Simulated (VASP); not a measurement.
Here is the system:

```xyz
12
Lattice="1.5399 -2.6672 0.0000 1.5399 2.6672 0.0000 0.0000 0.0000 15.1166" Properties=species:S:1:pos:R:3 pbc="T T T"
Si     1.5399    -2.6672    15.1142
Si     1.5399    -2.6672     7.5559
Si     1.5399    -0.8891    12.5937
Si     1.5399     0.8891     5.0354
Si     1.5399    -0.8891     2.5188
Si     1.5399     0.8891    10.0770
C      1.5399    -2.6672    13.2189
C      0.0000     0.0000     5.6606
C      1.5399    -0.8891    10.7037
C      1.5399     0.8891     3.1455
C      1.5399    -0.8891     0.6287
C      1.5399     0.8891     8.1870
```

The numbers are results of PBEsol GGA, VASP's PBE PAW potentials (set 64) (plane waves; VASP), not measurements. Numerical set-up: 520 eV cut-off, 9×9×2 Γ-centred mesh, tetrahedra with Blöchl corrections, potentials Si C.

**Question.** Predict the energy per atom (σ→0).

**Answer.** 
The energy per atom (σ→0) is -7.959 eV/atom.

The absolute energy has meaning only against runs of the same code, potentials and settings.

The compound is SiC in the 6h structure. It was relaxed first.
